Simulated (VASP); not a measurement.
A VASP calculation is set up with these files.

### INCAR
```
SYSTEM = MgO
PREC = Accurate
ENCUT = 520
EDIFF = 1E-6
NELM = 100
ALGO = Normal
LREAL = .FALSE.
LASPH = .TRUE.
ISMEAR = 0
SIGMA = 0.05
GGA = PE
LWAVE = .FALSE.
LCHARG = .FALSE.
ISIF = 2
```

File POSCAR:
```
MgO
1
    0.0000000000     2.1050000000     2.1050000000
    2.1050000000     0.0000000000     2.1050000000
    2.1050000000     2.1050000000     0.0000000000
Mg O
1 1
Direct
  0.0000000000   0.0000000000   0.0000000000
  0.5000000000   0.5000000000   0.5000000000
```

### KPOINTS
```
Automatic mesh
0
Gamma
8 8 8
0 0 0
```

POTCAR, in this order: Mg O (PBE.64 set). Program: vasp_gam.

Question: What happens when VASP runs on this input?

Answer: There is a fault: the Γ-only program was given a k-mesh. VASP stops with an error: You are using the Gamma-point-only version with more than one k-point or some other non-Gamma k-point. ----> I REFUSE TO CONTINUE WITH THIS SICK JOB ... BYE!!! <----

**standard output**
```
 POSCAR found type information on POSCAR MgO
 POSCAR found :  2 types and       2 ions
 Reading from existing POTCAR
 Reading from existing POTCAR
 LDA part: xc-table for (Slater+PW92), standard interpolation

 -----------------------------------------------------------------------------
|                                                                             |
|     EEEEEEE  RRRRRR   RRRRRR   OOOOOOO  RRRRRR      ###     ###     ###     |
|     E        R     R  R     R  O     O  R     R     ###     ###     ###     |
|     E        R     R  R     R  O     O  R     R     ###     ###     ###     |
|     EEEEE    RRRRRR   RRRRRR   O     O  RRRRRR       #       #       #      |
|     E        R   R    R   R    O     O  R   R                               |
|     E        R    R   R    R   O     O  R    R      ###     ###     ###     |
|     EEEEEEE  R     R  R     R  OOOOOOO  R     R     ###     ###     ###     |
|                                                                             |
|     You are using the Gamma-point-only version with more than one           |
|     k-point or some other non-Gamma k-point.                                |
|                                                                             |
|       ---->  I REFUSE TO CONTINUE WITH THIS SICK JOB ... BYE!!! <----       |
|                                                                             |
 -----------------------------------------------------------------------------
```

To mend it, run vasp_std.

The mended run (PBE GGA, plane waves, VASP's PBE PAW potentials (set 64)) converges, and its OSZICAR ends with
```
   1 F= -.11904785E+02 E0= -.11904785E+02  d E =-.180114E-11
```

The compound is MgO in the rock salt structure. The cell was not relaxed at this level.
